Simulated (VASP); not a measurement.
# AgF in VASP: further runs, part 2 of 2

VASP 6.6.1.

### 4 Relaxation of the atoms, PBE+TS-HI

INCAR

```
PREC = Accurate
ENCUT = 520
EDIFF = 1E-6
ISMEAR = -1
SIGMA = 0.05
LREAL = F
LASPH = T
NELM = 80
ALGO = Normal
ISIF = 2
LWAVE = F
LCHARG = F
LDIPOL = T
IDIPOL = 3
DIPOL = 0.5 0.5 0.294
GGA = PE
IVDW = 21
IBRION = 2
NSW = 60
EDIFFG = -0.02
```

KPOINTS

```
Automatic mesh
0
Gamma
  9 7 1
```

POSCAR

```
AgF
1.0
    3.1221000000      0.0000000000      0.0000000000
    0.0000000000      4.1428800000      0.0000000000
    0.0000000000      0.0000000000     23.8000000000
Ag F
1 1
Selective dynamics
Direct
    0.0000000000      0.5000000000      0.2941200000  F F F
    0.0000000000      0.0000000000      0.2941200000  T T T
```

Potentials or basis: VASP PAW PBE potentials, release 64 (Ag, F).

On the command line:

```console
cat potpaw_PBE.64/Ag/POTCAR potpaw_PBE.64/F/POTCAR > POTCAR
mpirun -np 1 vasp_std > vasp.out
```

OUTCAR:

```text
PREC = Accurate
   ENCUT = 520
   EDIFF = 1E-6
   ISMEAR = -1
   LREAL = F
   LASPH = T
   NELM = 80
   ISIF = 2
   GGA = PE
   IVDW = 21
   IBRION = 2
   NSW = 60
   EDIFFG = -0.02
  IVDW =  21

 ion  position               nearest neighbor table
   1  0.000  0.500  0.294-   2 2.07   2 2.07
   2  0.000  0.000  0.294-   1 2.07   1 2.07

  LATTYP: Found a simple orthorhombic cell.
 ALAT       =     3.1221000000
 B/A-ratio  =     1.3269530124
 C/A-ratio  =     7.6230742129

  Lattice vectors:

 A1 = (   3.1221000000,   0.0000000000,   0.0000000000)
 A2 = (   0.0000000000,   4.1428800000,   0.0000000000)
 A3 = (   0.0000000000,   0.0000000000,  23.8000000000)

Analysis of symmetry for initial positions (statically):
=====================================================================
 Subroutine PRICEL returns:
 Original cell was already a primitive cell.

 Routine SETGRP: Setting up the symmetry group for a
 simple orthorhombic supercell.

 Subroutine GETGRP returns: Found  8 space group operations
 (whereof  4 operations were pure point group operations)
 out of a pool of  8 trial point group operations.

The static configuration has the point symmetry C_2v.
[... 499 lines left out ...]
      8      -5.6561      2.00000
      9      -4.5885      1.99998
     10      -0.1104      0.00000
     11       2.8245      0.00000
     12       3.2157      0.00000
     13       4.8836      0.00000

------------------------ aborting loop because EDIFF is reached ----------------------------------------

 vacuum level on the upper side and lower side of the slab       (xc-potential included)        -0.008        -0.008

  Hirshfeld charges:
            ion         q(e)
   ------------------------------
      1     Ag          0.301
      2     F          -0.301

  Tkatchenko/Scheffler method for vdW energy calculation

  Number of pair interactions contributing to vdW energy:    4976

  Edisp (eV):   -0.09332

  FORCE on cell =-STRESS in cart. coord.  units (eV):
  Direction    XX          YY          ZZ          XY          YZ          ZX
  --------------------------------------------------------------------------------------
  -------------------------------------------------------------------------------------
  Total       0.00348    -0.24850    -0.05163     0.00000     0.00000     0.00000
  in kB       0.01810    -1.29333    -0.26874     0.00000     0.00000     0.00000
  external pressure =       -0.51 kB  Pullay stress =        0.00 kB

 VOLUME and BASIS-vectors are now :
 -----------------------------------------------------------------------------
  energy-cutoff  :      520.00
  volume of cell :      307.84
      direct lattice vectors                 reciprocal lattice vectors
     3.122100000  0.000000000  0.000000000     0.320297236  0.000000000  0.000000000
     0.000000000  4.142880000  0.000000000     0.000000000  0.241377979  0.000000000
     0.000000000  0.000000000 23.800000000     0.000000000  0.000000000  0.042016807

 POSITION                                       TOTAL-FORCE (eV/Angst)
 -----------------------------------------------------------------------------------
      0.00000      2.07144      7.00006         0.000000      0.000000     -0.000000
      0.00000      0.00000      7.00006         0.000000      0.000000      0.000000
 -----------------------------------------------------------------------------------
    total drift:                               -0.000000      0.000000     -0.000021

  FREE ENERGIE OF THE ION-ELECTRON SYSTEM (eV)
  ---------------------------------------------------
  free  energy   TOTEN  =        -6.2131506695 eV

  energy  without entropy=       -6.2131493468  energy(sigma->0) =       -6.21315001

 reached required accuracy - stopping structural energy minimisation

 vacuum level on the upper side and lower side of the slab         0.811         0.818
```

OSZICAR:

```text
N       E                     dE             d eps       ncg     rms          rms(c)
DAV:   1     0.138779676995E+03    0.13878E+03   -0.60836E+03   592   0.957E+02
DAV:   2     0.105825204680E+02   -0.12820E+03   -0.11972E+03   837   0.190E+02
DAV:   3    -0.695956048833E+01   -0.17542E+02   -0.16888E+02   553   0.855E+01
[... 14 lines left out ...]
DAV:  18    -0.611981133123E+01   -0.12637E-04   -0.60850E-07   440   0.572E-03    0.497E-04
DAV:  19    -0.611982454906E+01   -0.13218E-04   -0.50522E-07   454   0.318E-03    0.521E-04
DAV:  20    -0.611982788166E+01   -0.33326E-05   -0.11248E-07   480   0.211E-03    0.218E-04
DAV:  21    -0.611982892110E+01   -0.10394E-05   -0.36319E-08   455   0.130E-03    0.232E-04
DAV:  22    -0.611982911035E+01   -0.18925E-06   -0.87897E-09   445   0.477E-04
   1 F= -.62131507E+01 E0= -.62131500E+01  d E =-.621315E+01
```

CONTCAR:

```text
AgF
   1.00000000000000
     3.1221000000000001    0.0000000000000000    0.0000000000000000
     0.0000000000000000    4.1428799999999999    0.0000000000000000
     0.0000000000000000    0.0000000000000000   23.8000000000000007
  Ag              F
     1     1
Selective dynamics
Direct
     0.0000000000000000    0.5000000000000000    0.2941199999999995   F   F   F
     0.0000000000000000    0.0000000000000000    0.2941199999999995   T   T   T

  0.00000000E+00  0.00000000E+00  0.00000000E+00
  0.00000000E+00  0.00000000E+00  0.00000000E+00
```

Run time: 1.8 min. Hardware: 1 thread of Intel Xeon Platinum 8488C (Sapphire Rapids), shared host; peak memory 0.39 GiB.

What came out:

| Quantity | Value |
| --- | --- |
| Free energy | -6.2132 eV |
| Band gap on the k mesh | 1.10 eV, indirect (least direct gap 3.20 eV) |
| Hirshfeld charges | Ag +0.30; F -0.30 e |
| Dispersion energy per atom | -0.047 eV |

Final structure:
```cif
data_structure
_symmetry_space_group_name_H-M 'P 1'
_symmetry_Int_Tables_number 1
_cell_length_a 3.1221
_cell_length_b 4.1429
_cell_length_c 23.8000
_cell_angle_alpha 90.000
_cell_angle_beta 90.000
_cell_angle_gamma 90.000
_cell_volume 307.84
loop_
_atom_site_label
_atom_site_type_symbol
_atom_site_fract_x
_atom_site_fract_y
_atom_site_fract_z
_atom_site_occupancy
Ag1 Ag 0.00000 0.50000 0.29412 1
F1 F 0.00000 0.00000 0.29412 1
```

Caveat: the relaxation stopped at its first step, so nothing moved.

### 5 Relaxation of the atoms, PBE+MBD

Changes to INCAR since step 4:

```diff
@@ -16,3 +16,3 @@
 GGA = PE
-IVDW = 21
+IVDW = 202
 IBRION = 2
```

KPOINTS is that of step 4.

POSCAR is that of step 4.

Potentials or basis: VASP PAW PBE potentials, release 64 (Ag, F).

On the command line:

```console
cat potpaw_PBE.64/Ag/POTCAR potpaw_PBE.64/F/POTCAR > POTCAR
mpirun -np 1 vasp_std > vasp.out
```

OUTCAR:

```text
PREC = Accurate
   ENCUT = 520
   EDIFF = 1E-6
   ISMEAR = -1
   LREAL = F
   LASPH = T
   NELM = 80
   ISIF = 2
   GGA = PE
   IVDW = 202
   IBRION = 2
   NSW = 60
   EDIFFG = -0.02
  IVDW = 202

 ion  position               nearest neighbor table
   1  0.000  0.500  0.294-   2 2.07   2 2.07
   2  0.000  0.000  0.294-   1 2.07   1 2.07

  LATTYP: Found a simple orthorhombic cell.
 ALAT       =     3.1221000000
 B/A-ratio  =     1.3269530124
 C/A-ratio  =     7.6230742129

  Lattice vectors:
[... 535 lines left out ...]

  Edisp (eV):   -0.14088

  FORCE on cell =-STRESS in cart. coord.  units (eV):
  Direction    XX          YY          ZZ          XY          YZ          ZX
  --------------------------------------------------------------------------------------
  -------------------------------------------------------------------------------------
  Total      -0.23235    -0.29978    -0.04863     0.00000     0.00000     0.00000
  in kB      -1.20926    -1.56020    -0.25310     0.00000     0.00000     0.00000
  external pressure =       -1.01 kB  Pullay stress =        0.00 kB

 VOLUME and BASIS-vectors are now :
 -----------------------------------------------------------------------------
  energy-cutoff  :      520.00
  volume of cell :      307.84
      direct lattice vectors                 reciprocal lattice vectors
     3.122100000  0.000000000  0.000000000     0.320297236  0.000000000  0.000000000
     0.000000000  4.142880000  0.000000000     0.000000000  0.241377979  0.000000000
     0.000000000  0.000000000 23.800000000     0.000000000  0.000000000  0.042016807

 POSITION                                       TOTAL-FORCE (eV/Angst)
 -----------------------------------------------------------------------------------
      0.00000      2.07144      7.00006         0.000000      0.000000      0.000000
      0.00000      0.00000      7.00006         0.000000      0.000000     -0.000000
 -----------------------------------------------------------------------------------
    total drift:                               -0.000000      0.000000     -0.000021

  FREE ENERGIE OF THE ION-ELECTRON SYSTEM (eV)
  ---------------------------------------------------
  free  energy   TOTEN  =        -6.2607075404 eV

  energy  without entropy=       -6.2607062177  energy(sigma->0) =       -6.26070688

 reached required accuracy - stopping structural energy minimisation

 vacuum level on the upper side and lower side of the slab         0.811         0.818
```

OSZICAR:

```text
N       E                     dE             d eps       ncg     rms          rms(c)
DAV:   1     0.138779676995E+03    0.13878E+03   -0.60836E+03   592   0.957E+02
DAV:   2     0.105825204680E+02   -0.12820E+03   -0.11972E+03   837   0.190E+02
DAV:   3    -0.695956048833E+01   -0.17542E+02   -0.16888E+02   553   0.855E+01
[... 14 lines left out ...]
DAV:  18    -0.611981133123E+01   -0.12637E-04   -0.60850E-07   440   0.572E-03    0.497E-04
DAV:  19    -0.611982454906E+01   -0.13218E-04   -0.50522E-07   454   0.318E-03    0.521E-04
DAV:  20    -0.611982788166E+01   -0.33326E-05   -0.11248E-07   480   0.211E-03    0.218E-04
DAV:  21    -0.611982892110E+01   -0.10394E-05   -0.36319E-08   455   0.130E-03    0.232E-04
DAV:  22    -0.611982911035E+01   -0.18925E-06   -0.87897E-09   445   0.477E-04
   1 F= -.62607075E+01 E0= -.62607069E+01  d E =-.626071E+01
```

Run time: 94 s. Hardware: 1 thread of Intel Xeon Platinum 8488C (Sapphire Rapids), shared host; peak memory 0.4 GiB.

Results:

* Free energy: -6.2607 eV
* Band gap on the k mesh: 1.10 eV, indirect (least direct gap 3.20 eV)
* Hirshfeld charges: Ag +0.30; F -0.30 e
* Dispersion energy per atom: -0.070 eV

Final structure:
```xyz
2
Lattice="3.1221 0.0000 0.0000 0.0000 4.1429 0.0000 0.0000 0.0000 23.8000" Properties=species:S:1:pos:R:3 pbc="T T T"
Ag    0.0000    2.0714    7.0001
F     0.0000    0.0000    7.0001
```

Levels at points of the mesh, in eV from the valence-band top:
| k point | band 5 | band 6 | band 7 | band 8 | band 9 | band 10 | band 11 | band 12 | band 13 |
| --- | --- | --- | --- | --- | --- | --- | --- | --- | --- |
| (0.00, 0.00, 0.00) | -2.50 | -2.42 | -2.22 | -2.14 | -2.10 | 1.10 | 4.07 | 5.37 | 5.79 |

Caveat: the relaxation stopped at its first step, so nothing moved. As with any semilocal functional, this PBE gap is likely too small.

### 6 Relaxation of the atoms, PBE+MBD-FI

Changes to INCAR since step 5:

```diff
@@ -16,3 +16,3 @@
 GGA = PE
-IVDW = 202
+IVDW = 263
 IBRION = 2
```

KPOINTS is that of step 5.

POSCAR is that of step 5.

Potentials or basis: VASP PAW PBE potentials, release 64 (Ag, F).

On the command line:

```console
cat potpaw_PBE.64/Ag/POTCAR potpaw_PBE.64/F/POTCAR > POTCAR
mpirun -np 1 vasp_std > vasp.out
```

OUTCAR:

```text
PREC = Accurate
   ENCUT = 520
   EDIFF = 1E-6
   ISMEAR = -1
   LREAL = F
   LASPH = T
   NELM = 80
   ISIF = 2
   GGA = PE
   IVDW = 263
   IBRION = 2
   NSW = 60
   EDIFFG = -0.02
  IVDW = 263

 ion  position               nearest neighbor table
   1  0.000  0.500  0.294-   2 2.07   2 2.07
   2  0.000  0.000  0.294-   1 2.07   1 2.07

  LATTYP: Found a simple orthorhombic cell.
 ALAT       =     3.1221000000
 B/A-ratio  =     1.3269530124
 C/A-ratio  =     7.6230742129

  Lattice vectors:
[... 535 lines left out ...]

  Edisp (eV):   -0.15556

  FORCE on cell =-STRESS in cart. coord.  units (eV):
  Direction    XX          YY          ZZ          XY          YZ          ZX
  --------------------------------------------------------------------------------------
  -------------------------------------------------------------------------------------
  Total      -0.20591    -0.35146    -0.04811     0.00000     0.00000     0.00000
  in kB      -1.07169    -1.82922    -0.25038     0.00000     0.00000     0.00000
  external pressure =       -1.05 kB  Pullay stress =        0.00 kB

 VOLUME and BASIS-vectors are now :
 -----------------------------------------------------------------------------
  energy-cutoff  :      520.00
  volume of cell :      307.84
      direct lattice vectors                 reciprocal lattice vectors
     3.122100000  0.000000000  0.000000000     0.320297236  0.000000000  0.000000000
     0.000000000  4.142880000  0.000000000     0.000000000  0.241377979  0.000000000
     0.000000000  0.000000000 23.800000000     0.000000000  0.000000000  0.042016807

 POSITION                                       TOTAL-FORCE (eV/Angst)
 -----------------------------------------------------------------------------------
      0.00000      2.07144      7.00006         0.000000      0.000000      0.000000
      0.00000      0.00000      7.00006         0.000000      0.000000      0.000000
 -----------------------------------------------------------------------------------
    total drift:                               -0.000000      0.000000     -0.000021

  FREE ENERGIE OF THE ION-ELECTRON SYSTEM (eV)
  ---------------------------------------------------
  free  energy   TOTEN  =        -6.2753938511 eV

  energy  without entropy=       -6.2753925284  energy(sigma->0) =       -6.27539319

 reached required accuracy - stopping structural energy minimisation

 vacuum level on the upper side and lower side of the slab         0.811         0.818
```

Run time: 1.8 min. Hardware: 1 thread of Intel Xeon Platinum 8488C (Sapphire Rapids), shared host; peak memory 0.39 GiB.

What came out:

* Free energy: -6.2754 eV
* Band gap on the k mesh: 1.10 eV, indirect (least direct gap 3.20 eV)
* Hirshfeld charges: Ag +0.30; F -0.30 e
* Dispersion energy per atom: -0.078 eV

Final structure:
```yaml
crystal:
  lattice:
    - [3.12210, 0.00000, 0.00000]
    - [0.00000, 4.14288, 0.00000]
    - [0.00000, 0.00000, 23.80000]
  atoms:
    - { symbol: Ag, position: [0.00000, 0.50000, 0.29412] }
    - { symbol: F, position: [0.00000, 0.00000, 0.29412] }
```

Levels at points of the mesh, in eV from the valence-band top:
```tsv
k point	band 6	band 7	band 8	band 9	band 10	band 11	band 12	band 13
(0.00, 0.00, 0.00)	-2.42	-2.22	-2.14	-2.10	1.10	4.07	5.37	5.79
```

Caveat: the relaxation stopped at its first step, so nothing moved. Expect the measured gap to be larger: semilocal functionals such as PBE lack the derivative discontinuity.

### 7 Overview

| level | gap on the mesh (eV) |
| --- | --- |
| PBE+D4 | 1.10 |
| PBE+TS | 1.10 |
| PBE+TS-HI | 1.10 |
| PBE+MBD | 1.10 |
| PBE+MBD-FI | 1.10 |

Alike in all rows: task relaxation of the atoms; potentials or basis VASP PAW PBE potentials, release 64 (Ag, F); no spin polarisation; cell atoms relaxed; k mesh 9 × 7 × 1; cutoff (eV) 520; smearing fermi-dirac 0.05 eV.

Caveats: the relaxation stopped at its first step, so nothing moved.

Total energies depend on the potentials used, so only differences within one code and one set of settings carry meaning.
